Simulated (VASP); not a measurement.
# Ni(111): what the settings do to the level below the vacuum

Aim: find which settings matter for a slab model of Ni(111), and what they cost.

Main program and level: VASP 6.6.1; PBE, spin-polarised from a ferromagnetic start; plane waves and PAW (Ni), in the first sound run; inputs show where later runs differ.

## Step 1: Starting point

The cell holds 7 atoms: 7 Ni. Its edges and angles: a = 2.489 Å, b = 2.489 Å, c = 30.194 Å, α = 90.0°, β = 90.0°, γ = 60.0°. Vacuum lies along c.

As a file:

```cif
data_structure
_symmetry_space_group_name_H-M 'P 1'
_symmetry_Int_Tables_number 1
_cell_length_a 2.4890
_cell_length_b 2.4890
_cell_length_c 30.1936
_cell_angle_alpha 90.000
_cell_angle_beta 90.000
_cell_angle_gamma 60.000
_cell_volume 161.99
loop_
_atom_site_label
_atom_site_type_symbol
_atom_site_fract_x
_atom_site_fract_y
_atom_site_fract_z
_atom_site_occupancy
Ni1 Ni 0.00000 0.00000 0.29808 1
Ni2 Ni 0.33333 0.33333 0.36538 1
Ni3 Ni 0.66667 0.66667 0.43269 1
Ni4 Ni 0.00000 0.00000 0.50000 1
Ni5 Ni 0.33333 0.33333 0.56731 1
Ni6 Ni 0.66667 0.66667 0.63462 1
Ni7 Ni 0.00000 0.00000 0.70192 1
```

## Step 2: The base run

The base run sets the number that all others are held against.

INCAR

```
SYSTEM = Ni
PREC = Normal
ENCUT = 350
EDIFF = 1E-06
NELM = 120
ISMEAR = 1
SIGMA = 0.1
LREAL = .FALSE.
ALGO = Normal
GGA = PE
NBANDS = 46
ISPIN = 2
MAGMOM = 1 1 1 1 1 1 1
LMAXMIX = 4
LORBIT = 11
LWAVE = .FALSE.
LCHARG = .FALSE.
KPAR = 4
IDIPOL = 3
LDIPOL = .TRUE.
DIPOL = 0.5 0.5 0.5
LVHAR = .TRUE.
LVACPOTAV = .TRUE.
NEDOS = 1500
```

POSCAR

```
Ni
1.0
    2.4890158698      0.0000000000      0.0000000000
    1.2445079349      2.1555509736      0.0000000000
    0.0000000000      0.0000000000     30.1936376853
Ni
7
Direct
    0.0000000000      0.0000000000      0.2980760415
    0.3333333333      0.3333333333      0.3653840277
    0.6666666667      0.6666666667      0.4326920138
    0.0000000000      0.0000000000      0.5000000000
    0.3333333333      0.3333333333      0.5673079862
    0.6666666667      0.6666666667      0.6346159723
    0.0000000000      0.0000000000      0.7019239585
```

KPOINTS

```
Automatic mesh
0
Gamma
12 12 1
0 0 0
```

The projector-augmented-wave data sets are Ni (PBE family, release 64).

Launch:

```console
$ mpirun -np 4 vasp_std
```

The program printed:

```text
[banner, memory and clock lines left out]
running    4 mpi-ranks, on    1 nodes
 distrk:  each k-point on    1 cores,    4 groups
 distr:  one band on    1 cores,    1 groups

 POSCAR found type information on POSCAR Ni
 POSCAR found :  1 types and       7 ions
 LDA part: xc-table for (Slater+PW92), standard interpolation
 POSCAR, INCAR and KPOINTS ok, starting setup
 FFT: planning ... GRIDC
 FFT: planning ... GRID_SOFT
 FFT: planning ... GRID
 WAVECAR not read
 entering main loop
       N       E                     dE             d eps       ncg     rms          rms(c)
DAV:   1     0.450223063916E+03    0.45022E+03   -0.25402E+04  3520   0.137E+03
DAV:   2    -0.784319772792E+01   -0.45807E+03   -0.43901E+03  3514   0.329E+02
DAV:   3    -0.432635368881E+02   -0.35420E+02   -0.33229E+02  3688   0.126E+02
DAV:   4    -0.438866082841E+02   -0.62307E+00   -0.61598E+00  3938   0.186E+01
DAV:   5    -0.439007069109E+02   -0.14099E-01   -0.14098E-01  5176   0.180E+00    0.258E+01
DAV:   6    -0.470670811423E+02   -0.31664E+01   -0.10105E+02  3884   0.142E+02    0.380E+01
DAV:   7    -0.571273641457E+02   -0.10060E+02   -0.87032E+01  4126   0.175E+02    0.436E+01
DAV:   8    -0.459518835930E+02    0.11175E+02   -0.54230E+01  5360   0.903E+01    0.368E+01
DAV:   9    -0.382039800807E+02    0.77479E+01   -0.15867E+01  4800   0.547E+01    0.212E+01
DAV:  10    -0.397154657725E+02   -0.15115E+01   -0.29122E+01  4080   0.843E+01    0.251E+01
DAV:  11    -0.400818720793E+02   -0.36641E+00   -0.24497E+01  4498   0.555E+01    0.278E+01
DAV:  12    -0.364465699564E+02    0.36353E+01   -0.67122E+00  4274   0.464E+01    0.121E+01
DAV:  13    -0.362062274475E+02    0.24034E+00   -0.44782E+00  4168   0.292E+01    0.889E+00
DAV:  14    -0.361774462080E+02    0.28781E-01   -0.76389E-01  3894   0.119E+01    0.631E+00
DAV:  15    -0.362083560039E+02   -0.30910E-01   -0.17394E-01  3890   0.458E+00    0.529E+00
DAV:  16    -0.361753829878E+02    0.32973E-01   -0.64018E-01  5118   0.106E+01    0.418E+00
DAV:  17    -0.362702833486E+02   -0.94900E-01   -0.17186E-01  4428   0.312E+00    0.699E+00
DAV:  18    -0.361570745850E+02    0.11321E+00   -0.25136E-02  3606   0.135E+00    0.719E+00
DAV:  19    -0.362313527134E+02   -0.74278E-01   -0.50200E-02  3796   0.306E+00    0.604E+00
DAV:  20    -0.362937866483E+02   -0.62434E-01   -0.20748E-02  4588   0.171E+00    0.553E+00
DAV:  21    -0.363046118002E+02   -0.10825E-01   -0.34806E-03  3688   0.529E-01    0.555E+00
DAV:  22    -0.362982059442E+02    0.64059E-02   -0.47567E-04  4762   0.250E-01    0.566E+00
DAV:  23    -0.364360166650E+02   -0.13781E+00   -0.18858E-01  4010   0.492E+00    0.282E+00
DAV:  24    -0.365098127131E+02   -0.73796E-01   -0.35245E-02  4334   0.210E+00    0.185E+00
DAV:  25    -0.365164610371E+02   -0.66483E-02   -0.15512E-02  4090   0.154E+00    0.156E+00
DAV:  26    -0.365407526250E+02   -0.24292E-01   -0.17312E-02  4052   0.130E+00    0.124E+00
DAV:  27    -0.365708281208E+02   -0.30075E-01   -0.28787E-02  3824   0.173E+00    0.111E+00
DAV:  28    -0.365855665506E+02   -0.14738E-01   -0.10759E-02  3682   0.779E-01    0.822E-01
DAV:  29    -0.366645305858E+02   -0.78964E-01   -0.29632E-02  4236   0.190E+00    0.106E+00
DAV:  30    -0.367364052346E+02   -0.71875E-01   -0.60054E-02  3814   0.307E+00    0.139E+00
[...]
DAV:  40    -0.370095054146E+02   -0.15274E-02   -0.78091E-05  3778   0.103E-01    0.491E-02
DAV:  41    -0.370101013799E+02   -0.59597E-03   -0.42738E-05  4008   0.718E-02    0.563E-02
DAV:  42    -0.370103222680E+02   -0.22089E-03   -0.15222E-05  3848   0.587E-02    0.363E-02
DAV:  43    -0.370104577080E+02   -0.13544E-03   -0.71664E-06  3770   0.270E-02    0.231E-02
DAV:  44    -0.370105102008E+02   -0.52493E-04   -0.53767E-06  3516   0.276E-02    0.139E-02
DAV:  45    -0.370105433113E+02   -0.33111E-04   -0.33304E-06  2546   0.222E-02    0.106E-02
DAV:  46    -0.370105552978E+02   -0.11987E-04   -0.16455E-06  2284   0.109E-02    0.149E-02
DAV:  47    -0.370105593942E+02   -0.40963E-05   -0.71835E-07  2122   0.109E-02    0.817E-03
DAV:  48    -0.370105621851E+02   -0.27909E-05   -0.61255E-07  2144   0.888E-03    0.343E-03
DAV:  49    -0.370105640524E+02   -0.18673E-05   -0.35607E-07  2098   0.483E-03    0.433E-03
DAV:  50    -0.370105652632E+02   -0.12109E-05   -0.10925E-07  2086   0.421E-03    0.305E-03
DAV:  51    -0.370105655710E+02   -0.30778E-06   -0.73811E-08  2036   0.401E-03
|                                                                             |
|           W    W    AA    RRRRR   N    N  II  N    N   GGGG   !!!           |
|           W    W   A  A   R    R  NN   N  II  NN   N  G    G  !!!           |
|           W    W  A    A  R    R  N N  N  II  N N  N  G       !!!           |
|           W WW W  AAAAAA  RRRRR   N  N N  II  N  N N  G  GGG   !            |
|           WW  WW  A    A  R   R   N   NN  II  N   NN  G    G                |
|           W    W  A    A  R    R  N    N  II  N    N   GGGG   !!!           |
|                                                                             |
|     Did not find any points to average over, which means that no vacuum     |
|     field-free region was found. Please increase the size of  your cell     |
|     in the dimension of the dipole correction to obtain accurate            |
|     workfunction values.                                                    |
|                                                                             |

   1 F= -.37010566E+02 E0= -.37009602E+02  d E =-.289122E-02  mag=     4.7347
```

Wall time 1.9 min (4 MPI ranks of Intel Xeon Platinum 8488C (Sapphire Rapids), shared host); peak memory 0.98 GiB.

The logs omit lines about the potential files and the build; timing stands in the text.

OUTCAR, selected parts (step 2):

```text
ion  position               nearest neighbor table
   1  0.000  0.000  0.298-   2 2.49   2 2.49   2 2.49
   2  0.333  0.333  0.365-   3 2.49   3 2.49   3 2.49   1 2.49   1 2.49   1 2.49
   3  0.667  0.667  0.433-   2 2.49   2 2.49   2 2.49   4 2.49   4 2.49   4 2.49
   4  0.000  0.000  0.500-   3 2.49   5 2.49   3 2.49   5 2.49   3 2.49   5 2.49
   5  0.333  0.333  0.567-   6 2.49   6 2.49   6 2.49   4 2.49   4 2.49   4 2.49
   6  0.667  0.667  0.635-   5 2.49   5 2.49   5 2.49   7 2.49   7 2.49   7 2.49
   7  0.000  0.000  0.702-   6 2.49   6 2.49   6 2.49

  LATTYP: Found a hexagonal cell.
 ALAT       =     2.4890158697
 C/A-ratio  =    12.1307533843

 Subroutine GETGRP returns: Found 12 space group operations
 (whereof 12 operations were pure point group operations)

The static configuration has the point symmetry D_3d.

 Found     19 irreducible k-points:

   k-points           NKPTS =     19   k-points in BZ     NKDIM =     19   number of bands    NBANDS=     46

   dimension x,y,z NGX =    12 NGY =   12 NGZ =  140
   dimension x,y,z NGXF=    24 NGYF=   24 NGZF=  280

   ENCUT  =  350.0 eV  25.72 Ry    5.07 a.u.   3.80  3.80 46.06*2*pi/ulx,y,z

   NELECT =      70.0000    total number of electrons

 k-points in reciprocal lattice and weights: Automatic mesh
   0.00000000  0.00000000  0.00000000       0.007
   0.08333333  0.00000000  0.00000000       0.042
   0.16666667 -0.00000000  0.00000000       0.042
   0.25000000 -0.00000000  0.00000000       0.042
   0.33333333 -0.00000000  0.00000000       0.042
   0.41666667  0.00000000  0.00000000       0.042
   0.50000000 -0.00000000  0.00000000       0.021
   0.16666667  0.08333333  0.00000000       0.042
   0.25000000  0.08333333  0.00000000       0.083
[...]
-0.41666667  0.25000000  0.00000000       0.083
  -0.33333333  0.33333333  0.00000000       0.014

 dipolmoment           0.000000      0.000000     -0.000000 electrons x Angstroem

 average (electrostatic) potential at core
       1 -89.3580       2 -89.6424       3 -89.6306       4 -89.6106       5 -89.6306
       6 -89.6424       7 -89.3580

 E-fermi :   1.7849

 spin component 1
 k-point     1 :       0.0000    0.0000    0.0000
  band No.  band energies     occupation
    ...
     38       1.0790      1.00000
     39       1.0790      1.00000
     40       1.1319      1.00000
     41       1.1319      1.00000
     42       1.5664      1.00421
     43       1.9094     -0.03540
     44       6.4620      0.00000
     45       6.6451      0.00000
     46       7.2092      0.00000

 k-point     2 :       0.0833    0.0000    0.0000
  band No.  band energies     occupation
    ...
     37       0.9200      1.00000
     38       0.9239      1.00000
     39       1.0802      1.00000
     40       1.1369      1.00000
     41       1.4345      1.00000
     42       2.2698     -0.00000
     43       2.7193     -0.00000
     44       6.6726      0.00000
     45       6.8664      0.00000
     46       7.4047      0.00000

 k-point     3 :       0.1667   -0.0000    0.0000
  band No.  band energies     occupation
    ...
     36       0.8133      1.00000
     37       0.9278      1.00000
     38       1.0824      1.00000
     39       1.1500      1.00000
     40       1.3700      1.00000
     41       2.2188     -0.00000
     42       3.3378     -0.00000
     43       4.0615      0.00000
     44       7.2863      0.00000
     45       7.5294      0.00000
    ...

 k-point     4 :       0.2500   -0.0000    0.0000
  band No.  band energies     occupation
    ...
     35       0.7743      1.00000
     36       0.9309      1.00000
     37       1.0841      1.00000
     38       1.1025      1.00000
     39       1.1658      1.00000
     40       1.9428     -0.02405
     41       3.1268     -0.00000
     42       4.5587      0.00000
     43       5.6356      0.00000
     44       8.2311      0.00000
    ...

 k-point     5 :       0.3333   -0.0000    0.0000
  band No.  band energies     occupation
    ...
     35       0.9547      1.00000
     36       1.0011      1.00000
     37       1.0982      1.00000
     38       1.1821      1.00000
     39       1.5376      1.00131
     40       2.7188     -0.00000
     41       4.2002      0.00000
     42       5.8757      0.00000
     43       7.3721      0.00000
     44       9.2164      0.00000
    ...

 k-point     6 :       0.4167    0.0000    0.0000
  band No.  band energies     occupation
    ...
     32       1.1298      1.00000
     33       1.1740      1.00000
     34       1.2189      1.00000
     35       1.2702      1.00000
     36       1.2760      1.00000
     37       1.7852      0.49782
     38       2.0978     -0.00004
     39       2.5826     -0.00000
     40       3.7277     -0.00000
     41       5.0815      0.00000
    ...

  Total       -1.9116893     -1.9116893     -1.1190780      0.0000000     -0.0000000      0.0000000
  in kB      -18.9071679    -18.9071679    -11.0680097      0.0000000     -0.0000000      0.0000000
  external PRESSURE =     -16.2941152 kB  Pullay stress =       0.0000000 kB

  energy-cutoff  :      350.00
  volume of cell :      161.99
      direct lattice vectors                 reciprocal lattice vectors
     2.489015870  0.000000000  0.000000000     0.401765217 -0.231959256  0.000000000
     1.244507935  2.155550974  0.000000000     0.000000000  0.463918512  0.000000000
     0.000000000  0.000000000 30.193637685     0.000000000  0.000000000  0.033119560

 POSITION                                       TOTAL-FORCE (eV/Angst)
 -----------------------------------------------------------------------------------
      0.00000      0.00000      9.00000         0.000000      0.000000      0.174123
      1.24451      0.71852     11.03227         0.000000      0.000000     -0.127181
      2.48902      1.43703     13.06455         0.000000     -0.000000     -0.050667
      0.00000      0.00000     15.09682        -0.000000     -0.000000      0.000000
      1.24451      0.71852     17.12909        -0.000000      0.000000      0.050667
      2.48902      1.43703     19.16136        -0.000000     -0.000000      0.127181
      0.00000      0.00000     21.19364        -0.000000      0.000000     -0.174123
 -----------------------------------------------------------------------------------
    total drift:                                0.000000      0.000000      0.000000

  FREE ENERGIE OF THE ION-ELECTRON SYSTEM (eV)
  ---------------------------------------------------
  free  energy   TOTEN  =       -37.0105655710 eV

  energy  without entropy=      -37.0076743536  energy(sigma->0) =      -37.00960183

 vacuum level on the upper side and lower side of the slab         6.822         6.822

 total charge
# of ion       s       p       d       tot
------------------------------------------
    1        0.489   0.380   8.293   9.162
    2        0.494   0.494   8.299   9.288
    3        0.500   0.497   8.300   9.297
    4        0.498   0.497   8.303   9.298
    5        0.500   0.497   8.300   9.297
    6        0.494   0.494   8.299   9.288
    7        0.489   0.380   8.293   9.162
--------------------------------------------------
tot          3.463   3.239  58.088  64.790

 magnetization (x)
# of ion       s       p       d       tot
------------------------------------------
    1       -0.005  -0.024   0.709   0.679
    2       -0.006  -0.026   0.753   0.721
    3       -0.005  -0.025   0.715   0.684
    4       -0.007  -0.027   0.704   0.671
    5       -0.005  -0.025   0.715   0.684
    6       -0.006  -0.026   0.753   0.721
    7       -0.005  -0.024   0.709   0.679
--------------------------------------------------
tot         -0.039  -0.177   5.056   4.840

[... 6 further parts left out ...]
```

The magnetic state follows from one typed start and may not be the lowest. LASPH is off, so gradient terms of the non-spherical density inside the spheres are left out; for open d or f shells this can shift gaps and moments.

Numbers from this step:

```
electronic cycles                                 : 51
electrons                                         : 70
free energy (TOTEN)                               : -37.01 eV
energy at zero smearing                           : -37.01 eV
Fermi energy                                      : 1.785 eV
moment of the cell, from the last line of the log : 4.735 μB
labelled metallic, from the levels on this mesh   : yes
dipole moment                                     : 0, 0, 0 e·Å
vacuum levels                                     : 6.822, 6.822 eV
work functions of the upper and lower face        : 5.037, 5.037 eV
highest filled level below the vacuum             : 5.037 eV
```

Spin moment in the PAW sphere by atom:

```csv
atom,spin moment in the PAW sphere (μB)
Ni1,0.679
Ni2,0.721
Ni3,0.684
Ni4,0.671
Ni5,0.684
Ni6,0.721
Ni7,0.679
```

The planar average of the electrostatic potential oscillates, so the rows of the table below give means over windows of 2.05 Å about each position, cut where the curve ends. Its maxima inside the range that stand out by 2 % of the span (Å: eV): 10.0: -0.113, 12.1: -0.225, 14.1: -0.256, 16.1: -0.256, 18.1: -0.225, 20.2: -0.113. Its minima: 8.9: -20.5, 11.0: -20.8, 13.0: -20.8, 15.1: -20.8, 17.1: -20.8, 19.2: -20.8, 21.2: -20.5.

Zero at the Fermi level. The planar average of the electrostatic potential by height; means over each step:

```csv
height (Å),planar average of the electrostatic potential (eV)
1.02,5.05
3.07,5.05
5.12,5.05
7.17,3.98
9.22,-9.12
11.28,-9.33
13.32,-9.31
15.37,-9.31
17.42,-9.32
19.47,-9.31
21.52,-8.30
23.57,4.80
25.62,5.05
27.67,5.05
29.72,5.05
```

Density of states in the PAW spheres, an atom over height of the layer and energy from the Fermi level.

Values in states/eV, 22 rows by 7 columns, each cell a mean:
```
0.71 0.69 0.73 0.73 0.73 0.69 0.71
2.02 1.86 1.69 1.71 1.69 1.86 2.02
1.99 1.57 1.42 1.61 1.42 1.57 1.99
3.48 2.93 3.18 3.02 3.18 2.93 3.48
3.12 2.51 2.27 2.49 2.27 2.51 3.12
3.31 2.40 2.73 2.58 2.73 2.40 3.31
2.64 2.24 2.17 2.22 2.17 2.24 2.64
2.31 2.41 2.56 2.53 2.56 2.41 2.31
1.45 1.84 1.87 1.86 1.87 1.84 1.45
1.20 1.73 1.72 1.65 1.72 1.73 1.20
0.95 1.50 1.36 1.45 1.36 1.50 0.95
0.74 1.50 1.37 1.25 1.37 1.50 0.74
0.41 0.89 0.88 0.89 0.88 0.89 0.41
0.24 0.48 0.49 0.45 0.49 0.48 0.24
0.20 0.27 0.32 0.37 0.32 0.27 0.20
0.08 0.10 0.10 0.10 0.10 0.10 0.08
0.12 0.17 0.17 0.12 0.17 0.17 0.12
0.08 0.11 0.15 0.17 0.15 0.11 0.08
0.06 0.10 0.07 0.06 0.07 0.10 0.06
0.03 0.07 0.06 0.08 0.06 0.07 0.03
0.05 0.10 0.09 0.11 0.09 0.10 0.05
0.02 0.05 0.05 0.04 0.05 0.05 0.02
```
Columns: height of the layer (Å) from 9 to 21.2; rows upwards: energy from the Fermi level (eV) from -7.9 to 0.5.

Force by atom:

```csv
atom,x (eV/Å),y (eV/Å),z (eV/Å),size
Ni1,0.000,0.000,0.174,0.174
Ni2,0.000,0.000,-0.127,0.127
Ni3,0.000,0.000,-0.051,0.051
Ni4,0.000,0.000,0.000,0.000
Ni5,0.000,0.000,0.051,0.051
Ni6,0.000,0.000,0.127,0.127
Ni7,0.000,0.000,-0.174,0.174
```

The highest filled level lies 5.04 eV below the vacuum at the upper face.

Only the dipole across the slab is computed (IDIPOL = 3); zeros along the plane are no results.

The map of layer states is cut here 0.5 eV above the Fermi level, so it leaves out the states above that.

(Part 1 of 6 ends here.)

[Lines on the potential files, build, host, timing and source positions are cut from VASP's logs without a mark.]

[Logs are printed without paths, hosts, clocks, repeated set-up lines and the standing remarks that a program may print on its own settings, such as how far it seeks lower states.]

[Hosts, paths, dates, database ids (printed as entryN), source tags and the programs' standing remarks are cut or masked in the printed files.]

[In band tables of VASP the shares of atoms and orbitals are scaled to a sum of 1 inside the atoms' spheres.]

[Runs that stopped without an error message from VASP are left out.]
